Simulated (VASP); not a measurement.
These are PBEsol GGA, VASP's PBE PAW potentials (set 64) (plane waves; VASP) values and carry that method's errors.

VASP input:

INCAR:
```
! general
SYSTEM  = Dy
PREC    = Accurate
ENCUT   = 520   ! plane-wave cut-off (eV)
LREAL   = F   ! projection in real space or not
LASPH   = T   ! aspherical one-centre terms

! electronic loop
EDIFF   = 1E-7
NELM    = 100   ! most electronic steps
ALGO    = Normal
LMAXMIX = 6   ! l cut-off of mixed one-centre charges

! smearing
ISMEAR  = 1   ! Methfessel-Paxton
SIGMA   = 0.1

! functional
GGA     = PS   ! PBEsol

! ions
IBRION  = 2   ! conjugate gradients
NSW     = 30   ! most ionic steps
ISIF    = 4
EDIFFG  = -0.01   ! ionic stop

! output
LWAVE   = F
LCHARG  = F
```

**KPOINTS**
```
Automatic mesh
0
gamma
12 12 7
```

POSCAR:
```
Dy
1
    1.7768241773    -3.0775495577     0.0000000000
    1.7768241773     3.0775495577     0.0000000000
    0.0000000000     0.0000000000     5.5066773188
Dy
2
Direct
  0.3333330000   0.6666670000   0.2500000000
  0.6666670000   0.3333330000   0.7500000000
```

POTCAR, in this order: Dy_3 (PBE.64 set). Program: vasp_std.

The run wrote:

OSZICAR:
```
       N       E                     dE             d eps       ncg     rms          rms(c)
DAV:   1     0.504514367242E+02    0.50451E+02   -0.88598E+03  1976   0.126E+03
DAV:   2    -0.630509273115E+01   -0.56757E+02   -0.55633E+02  1981   0.316E+02
DAV:   3    -0.979243189597E+01   -0.34873E+01   -0.32866E+01  2721   0.415E+01
DAV:   4    -0.991823812785E+01   -0.12581E+00   -0.12303E+00  2641   0.882E+00
DAV:   5    -0.992202308344E+01   -0.37850E-02   -0.37778E-02  2705   0.106E+00    0.246E+01
DAV:   6    -0.991661464249E+01    0.54084E-02   -0.25452E-02  3088   0.146E+00    0.147E+01
DAV:   7    -0.992261011802E+01   -0.59955E-02   -0.43646E-02  2997   0.195E+00    0.253E-01
DAV:   8    -0.992222153633E+01    0.38858E-03   -0.24917E-03  2531   0.418E-01    0.625E-02
DAV:   9    -0.992222189069E+01   -0.35436E-06   -0.21904E-04  2516   0.138E-01    0.297E-02
DAV:  10    -0.992221693011E+01    0.49606E-05   -0.29930E-05  2571   0.453E-02    0.322E-02
DAV:  11    -0.992221695638E+01   -0.26275E-07   -0.25449E-06  2416   0.141E-02    0.278E-03
DAV:  12    -0.992221712114E+01   -0.16476E-06   -0.38855E-07  2268   0.567E-03    0.282E-03
DAV:  13    -0.992221705318E+01    0.67964E-07   -0.33420E-08  1418   0.177E-03
   1 F= -.99222171E+01 E0= -.99223137E+01  d E =-.992222E+01
       N       E                     dE             d eps       ncg     rms          rms(c)
DAV:   1    -0.992533507950E+01   -0.31180E-02   -0.11225E-01  1976   0.255E+00    0.217E-01
DAV:   2    -0.992384958269E+01    0.14855E-02   -0.24698E-03  2546   0.537E-01    0.131E-01
DAV:   3    -0.992317637006E+01    0.67321E-03   -0.81387E-04  2505   0.239E-01    0.685E-02
DAV:   4    -0.992318018536E+01   -0.38153E-05   -0.14870E-04  2809   0.946E-02    0.325E-02
DAV:   5    -0.992318033870E+01   -0.15334E-06   -0.33009E-06  2669   0.142E-02    0.119E-02
DAV:   6    -0.992318016819E+01    0.17051E-06   -0.46893E-07  2603   0.555E-03    0.201E-03
DAV:   7    -0.992318014892E+01    0.19274E-07   -0.47506E-08  1183   0.196E-03
   2 F= -.99231801E+01 E0= -.99231913E+01  d E =-.963096E-03
       N       E                     dE             d eps       ncg     rms          rms(c)
DAV:   1    -0.992446007985E+01   -0.12799E-02   -0.55615E-02  1976   0.179E+00    0.152E-01
DAV:   2    -0.992371609184E+01    0.74399E-03   -0.12275E-03  2551   0.379E-01    0.939E-02
DAV:   3    -0.992338357369E+01    0.33252E-03   -0.39782E-04  2510   0.167E-01    0.513E-02
DAV:   4    -0.992338498454E+01   -0.14109E-05   -0.73590E-05  2816   0.666E-02    0.235E-02
DAV:   5    -0.992338503936E+01   -0.54817E-07   -0.16676E-06  2583   0.101E-02    0.774E-03
DAV:   6    -0.992338495784E+01    0.81517E-07   -0.23625E-07  2161   0.395E-03
   3 F= -.99233850E+01 E0= -.99232779E+01  d E =-.116790E-02
```

OUTCAR:
```
------------------------ aborting loop because EDIFF is reached ----------------------------------------
  FORCE on cell =-STRESS in cart. coord.  units (eV):
  Direction    XX          YY          ZZ          XY          YZ          ZX
  --------------------------------------------------------------------------------------
  Total       -0.0592254     -0.0592253     -0.0557798      0.0000000      0.0000000      0.0000000
  in kB       -1.5756114     -1.5756112     -1.4839467      0.0000000      0.0000000      0.0000000
  external PRESSURE =      -1.5450564 kB  Pullay stress =       0.0000000 kB
  volume of cell :       60.22
      direct lattice vectors                 reciprocal lattice vectors
     1.769758024 -3.065310624  0.000000000     0.282524500 -0.163115606 -0.000000000
     1.769758024  3.065310624 -0.000000000     0.282524500  0.163115606 -0.000000000
     0.000000000  0.000000000  5.550738375     0.000000000  0.000000000  0.180156212
 POSITION                                       TOTAL-FORCE (eV/Angst)
 -----------------------------------------------------------------------------------
      1.76976      1.02177      1.38768        -0.000000     -0.000000      0.000000
      1.76976     -1.02177      4.16305         0.000000      0.000000      0.000000
 -----------------------------------------------------------------------------------
    total drift:                                0.000002      0.000097     -0.000012
  FREE ENERGIE OF THE ION-ELECTRON SYSTEM (eV)
  ---------------------------------------------------
  free  energy   TOTEN  =        -9.9233849578 eV

  energy  without entropy=       -9.9230638983  energy(sigma->0) =       -9.92327794

 reached required accuracy - stopping structural energy minimisation
```
(Selected blocks of OUTCAR.)

**CONTCAR**
```
Dy
   1.00000000000000
     1.7697580238536270   -3.0653106240576671    0.0000000000000000
     1.7697580238536270    3.0653106240576671   -0.0000000000000000
     0.0000000000000000    0.0000000000000000    5.5507383746774597
  Dy
     2
Direct
     0.3333330000000032    0.6666669999999968    0.2500000000000000
     0.6666669999999968    0.3333330000000032    0.7500000000000000
```

The 4f electrons are frozen in the core of the lanthanide potential, so 4f levels, which can set the real gap, and their magnetism are missing.

The compound is Dy in the hcp structure. This run relaxes it. Symmetry was kept, so distortions that lower it aren't found.
